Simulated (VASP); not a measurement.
Output of a VASP run:

File OUTCAR:
```
 ion  position               nearest neighbor table
   1  0.000  0.000  0.000-   3 2.49   3 2.49   3 2.49   2 2.49   3 2.49   2 2.49   2 2.49   2 2.49
  LATTYP: Found a face centered cubic cell.
 ALAT       =     5.7526902546
 Subroutine PRICEL returns:
 Original cell was already a primitive cell.
 Subroutine GETGRP returns: Found 48 space group operations
The static configuration has the point symmetry O_h .
The dynamic configuration has the point symmetry O_h .
The overall configuration has the point symmetry O_h .
 Subroutine INISYM returns: Found 48 space group operations
 Subroutine IBZKPT returns following result:
 Found     47 irreducible k-points:

 Following reciprocal coordinates:
            Coordinates               Weight
  0.000000  0.000000  0.000000      1.000000
  0.100000  0.000000  0.000000      8.000000
  0.200000  0.000000  0.000000      8.000000
  0.300000  0.000000  0.000000      8.000000
  0.400000  0.000000  0.000000      8.000000
  0.500000  0.000000  0.000000      4.000000
  0.100000  0.100000  0.000000      6.000000
  0.200000  0.100000  0.000000     24.000000
  0.300000  0.100000  0.000000     24.000000
  0.400000  0.100000  0.000000     24.000000
  0.500000  0.100000  0.000000     24.000000
 -0.400000  0.100000  0.000000     24.000000
 -0.300000  0.100000  0.000000     24.000000
 -0.200000  0.100000  0.000000     24.000000
 -0.100000  0.100000  0.000000     12.000000
  0.200000  0.200000  0.000000      6.000000
  0.300000  0.200000  0.000000     24.000000
  0.400000  0.200000  0.000000     24.000000
  0.500000  0.200000  0.000000     24.000000
 -0.400000  0.200000  0.000000     24.000000
 -0.300000  0.200000  0.000000     24.000000
 -0.200000  0.200000  0.000000     12.000000
  0.300000  0.300000  0.000000      6.000000
  0.400000  0.300000  0.000000     24.000000
  0.500000  0.300000  0.000000     24.000000
 -0.400000  0.300000  0.000000     24.000000
 -0.300000  0.300000  0.000000     12.000000
  0.400000  0.400000  0.000000      6.000000
  0.500000  0.400000  0.000000     24.000000
 -0.400000  0.400000  0.000000     12.000000
  0.500000  0.500000  0.000000      3.000000
  0.300000  0.200000  0.100000     24.000000
  0.400000  0.200000  0.100000     48.000000
  0.500000  0.200000  0.100000     48.000000
 -0.400000  0.200000  0.100000     24.000000
  0.400000  0.300000  0.100000     24.000000
  0.500000  0.300000  0.100000     48.000000
 -0.400000  0.300000  0.100000     48.000000
 -0.300000  0.300000  0.100000     48.000000
 -0.200000  0.300000  0.100000     24.000000
   k-points           NKPTS =     47   k-points in BZ     NKDIM =     47   number of bands    NBANDS=     25
   number of dos      NEDOS =    601   number of ions     NIONS =      3
   total plane-waves  NPLWV =  21952
   dimension x,y,z NGX =    28 NGY =   28 NGZ =   28
   dimension x,y,z NGXF=    56 NGYF=   56 NGZF=   56
   ions per type =               1   2
   PREC   = accura    normal or accurate (medium, high low for compatibility)
   ISTART =      0    job   : 0-new  1-cont  2-samecut
   ICHARG =      2    charge: 1-file 2-atom 10-const
   ISPIN  =      2    spin polarized calculation?
   LNONCOLLINEAR =      F non collinear calculations
   LSORBIT =      F    spin-orbit coupling
   INIWAV =      1    electr: 0-lowe 1-rand  2-diag
   ENCUT  =  400.0 eV  29.40 Ry    5.42 a.u.   6.63  6.63  6.63*2*pi/ulx,y,z
   NELM   =    100;   NELMIN=  2; NELMDL= -5     # of ELM steps
   EDIFF  = 0.1E-06   stopping-criterion for ELM
   LREAL  =      F    real-space projection
   NLSPLINE    = F    spline interpolate recip. space projectors
   LMAXMIX     =    4 max onsite mixed and CHGCAR
   VOSKOWN=      0    Vosko Wilk Nusair interpolation
   EDIFFG = 0.1E-05   stopping-criterion for IOM
   NSW    =      0    number of steps for IOM
   NBLOCK =      1;   KBLOCK =      1    inner block; outer block
   IBRION =     -1    ionic relax: 0-MD 1-quasi-New 2-CG
...
```

OSZICAR:
```
       N       E                     dE             d eps       ncg     rms          rms(c)
DAV:   1     0.292668165177E+03    0.29267E+03   -0.19290E+04  5734   0.377E+03
DAV:   2     0.173687125755E+02   -0.27530E+03   -0.27201E+03  4732   0.612E+02
DAV:   3    -0.193875939448E+02   -0.36756E+02   -0.36279E+02  5217   0.175E+02
DAV:   4    -0.206725196370E+02   -0.12849E+01   -0.12802E+01  5602   0.367E+01
DAV:   5    -0.206975294719E+02   -0.25010E-01   -0.24992E-01  5419   0.553E+00    0.142E+01
DAV:   6    -0.244675490312E+02   -0.37700E+01   -0.74444E+01  5234   0.474E+01    0.253E+01
DAV:   7    -0.192270668256E+02    0.52405E+01   -0.39731E+01  4987   0.412E+01    0.393E+00
DAV:   8    -0.193109675916E+02   -0.83901E-01   -0.11180E+00  5178   0.649E+00    0.196E+00
DAV:   9    -0.192939864566E+02    0.16981E-01   -0.16267E-01  5212   0.259E+00    0.556E-01
DAV:  10    -0.192938746411E+02    0.11182E-03   -0.90602E-03  5608   0.815E-01    0.286E-01
DAV:  11    -0.192938455150E+02    0.29126E-04   -0.78951E-04  5876   0.221E-01    0.101E-01
DAV:  12    -0.192938316701E+02    0.13845E-04   -0.21968E-04  5067   0.102E-01    0.330E-02
DAV:  13    -0.192938486444E+02   -0.16974E-04   -0.33529E-05  5690   0.300E-02    0.165E-02
DAV:  14    -0.192938636145E+02   -0.14970E-04   -0.48791E-06  4894   0.151E-02    0.661E-03
DAV:  15    -0.192938662019E+02   -0.25875E-05   -0.15306E-06  4776   0.950E-03    0.275E-03
DAV:  16    -0.192938646612E+02    0.15407E-05   -0.23701E-07  4014   0.353E-03    0.224E-03
DAV:  17    -0.192938631891E+02    0.14721E-05   -0.88265E-08  2806   0.211E-03    0.740E-04
DAV:  18    -0.192938625874E+02    0.60172E-06   -0.26075E-08  2520   0.128E-03    0.177E-04
DAV:  19    -0.192938625979E+02   -0.10541E-07   -0.43498E-09  2528   0.538E-04
   1 F= -.19293863E+02 E0= -.19293863E+02  d E =0.000000E+00  mag=     2.2448
```

OUTCAR:
```
------------------------ aborting loop because EDIFF is reached ----------------------------------------
  FORCE on cell =-STRESS in cart. coord.  units (eV):
  Direction    XX          YY          ZZ          XY          YZ          ZX
  --------------------------------------------------------------------------------------
  Total        0.0912995      0.0912995      0.0912995     -0.0000000     -0.0000000      0.0000000
  in kB        3.0734491      3.0734491      3.0734491     -0.0000000     -0.0000000      0.0000000
  external PRESSURE =       3.0734491 kB  Pullay stress =       0.0000000 kB
  volume of cell :       47.59
      direct lattice vectors                 reciprocal lattice vectors
     0.000000000  2.876345127  2.876345127    -0.173831713  0.173831713  0.173831713
     2.876345127  0.000000000  2.876345127     0.173831713 -0.173831713  0.173831713
     2.876345127  2.876345127  0.000000000     0.173831713  0.173831713 -0.173831713
 POSITION                                       TOTAL-FORCE (eV/Angst)
 -----------------------------------------------------------------------------------
      0.00000      0.00000      0.00000         0.000000      0.000000      0.000000
      1.43817      1.43817      1.43817        -0.000000     -0.000000     -0.000000
      4.31452      4.31452      4.31452         0.000000      0.000000      0.000000
 -----------------------------------------------------------------------------------
    total drift:                                0.000000      0.000000      0.000000
  FREE ENERGIE OF THE ION-ELECTRON SYSTEM (eV)
  ---------------------------------------------------
  free  energy   TOTEN  =       -19.2938625979 eV

  energy  without entropy=      -19.2938625979  energy(sigma->0) =      -19.29386260

 total charge

# of ion       s       p       d       tot
------------------------------------------
    1        0.348   6.311   5.248  11.907
    2        1.140   1.184  10.064  12.388
    3        1.140   1.184  10.064  12.388
--------------------------------------------------
tot          2.628   8.679  25.377  36.683

 magnetization (x)

# of ion       s       p       d       tot
------------------------------------------
    1        0.026   0.054   2.102   2.182
    2       -0.010  -0.034   0.011  -0.032
    3       -0.010  -0.034   0.011  -0.032
--------------------------------------------------
tot          0.006  -0.013   2.125   2.117

 Electric field gradients after diagonalization (V/A^2)
 (convention: |V_zz| > |V_xx| > |V_yy|)
----------------------------------------------------------------------
 ion       V_xx      V_yy      V_zz     asymmetry (V_yy - V_xx)/ V_zz
----------------------------------------------------------------------
   1       0.001     0.001    -0.002       0.000
   2       0.005     0.005    -0.011       0.000
   3       0.005     0.005    -0.011       0.000
```
(Selected blocks of OUTCAR.)

**POSCAR**
```
MnGe2
1
    0.0000000000     2.8763451273     2.8763451273
    2.8763451273     0.0000000000     2.8763451273
    2.8763451273     2.8763451273    -0.0000000000
Mn Ge
1 2
Direct
  0.0000000000   0.0000000000   0.0000000000
  0.2500000000   0.2500000000   0.2500000000
  0.7500000000   0.7500000000   0.7500000000
```

Question: Reconstruct the remaining input files.

Answer: One answer among several that fit: the input of the run itself, PBEsol GGA, plane waves, VASP's PBE PAW potentials (set 64).

### KPOINTS
```
K-points
0
Gamma
10 10 10
```

### INCAR
```
# general
SYSTEM  = MnGe2
PREC    = Accurate
ENCUT   = 400
LREAL   = .FALSE.
LASPH   = .TRUE.

# electronic loop
EDIFF   = 1E-7
NELM    = 100
ALGO    = Normal
LMAXMIX = 4

# smearing
ISMEAR  = -5

# functional
GGA     = PS

# spin
ISPIN   = 2
MAGMOM  = 2.2 -0.0 -0.0

# ions
ISIF    = 2

# output
LWAVE   = .FALSE.
LCHARG  = .TRUE.
LORBIT  = 11
NEDOS   = 601

# other
LEFG    = .TRUE.
```

POTCAR, in this order: Mn_pv Ge_d (PBE.64 set). Program: vasp_std.

The moments were started parallel, and other spin orders were not tried in this run. For a metal the tetrahedron method with Blöchl corrections gives inexact stress and forces.

The structure was generated: MnGe2 was put into the fluorite type (Fm-3m), which need not be its known phase. It was relaxed first, which changed the volume by -8 %.
